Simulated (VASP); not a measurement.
Write the native input for VASP 6.6.1 that does the following.

- Task: single point
- Functional: PBE
- Potentials or basis: VASP PAW PBE potentials, release 64 (W_sv)
- Cutoff: 520 eV
- k mesh: 24 × 24 × 24
- Occupations: fermi-dirac, width 0.1 eV
- Spin: no spin polarisation
- Further INCAR settings: ALGO = Normal; EDIFF = 1e-07; NBANDS = 13

The structure of W lies in POSCAR:

```
W
1.0
   -1.5825000000      1.5825000000      1.5825000000
    1.5825000000     -1.5825000000      1.5825000000
    1.5825000000      1.5825000000     -1.5825000000
W
1
Direct
    0.0000000000      0.0000000000      0.0000000000
```

The input as run:

INCAR

```
SYSTEM = W
PREC = Accurate
ENCUT = 520
EDIFF = 1E-7
ISMEAR = -1
SIGMA = 0.1
LREAL = .FALSE.
LASPH = .TRUE.
NELM = 100
ALGO = Normal
ISIF = 2
LWAVE = .FALSE.
LCHARG = .FALSE.
GGA = PE
NBANDS = 13
```

KPOINTS

```
regular mesh
0
G
  24 24 24
  0 0 0
```

Potentials or basis: VASP PAW PBE potentials, release 64 (W_sv).

Launch:

```bash
$ cat potpaw_PBE.64/W_sv/POTCAR > POTCAR
$ mpirun -np 1 vasp_std > vasp.out
```

It gave:

The pressure is 6.1 GPa and the band gap on the k mesh is none (metal or under the smearing width).

It took 31 s on 1 thread of AMD EPYC 9R45 96-Core Processor (Zen 5), on a shared host, peak memory 0.16 GiB.
